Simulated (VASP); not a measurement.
```
CELL_PARAMETERS angstrom
      4.57000     0.00000     0.00000
      0.00000     4.57000     0.00000
      0.00000     0.00000     4.57000
ATOMIC_POSITIONS crystal
  Cs 0.00000 0.00000 0.00000
  I  0.50000 0.50000 0.50000
```

These are AM05 GGA, VASP's PBE PAW potentials (set 64) (plane waves; VASP) values and carry that method's errors. Run with 520 eV cut-off, 5×5×5 Γ-centred mesh, Gaussian smearing of 0.050 eV, potentials Cs_sv I.

Energy and stress use the plane-wave basis of the starting cell.

Question: The ions, cell shape and volume are relaxed. Which structure does the run end with?

Answer: 
```
CELL_PARAMETERS angstrom
      4.62382     0.00000     0.00000
      0.00000     4.62382     0.00000
      0.00000     0.00000     4.62382
ATOMIC_POSITIONS crystal
  Cs 0.00000 0.00000 0.00000
  I  0.50000 0.50000 0.50000
```
Space group Pm-3m (221), at a tolerance of 0.03 Å.

Question: How do energy and volume change from the first to the last step?

Answer: The energy (σ→0) changes by -1.8 meV/atom and the volume by +3.6 %, in 3 ionic steps.

The compound is CsI in the CsCl type structure. This run relaxes it. Symmetry was kept, so distortions that lower it aren't found.
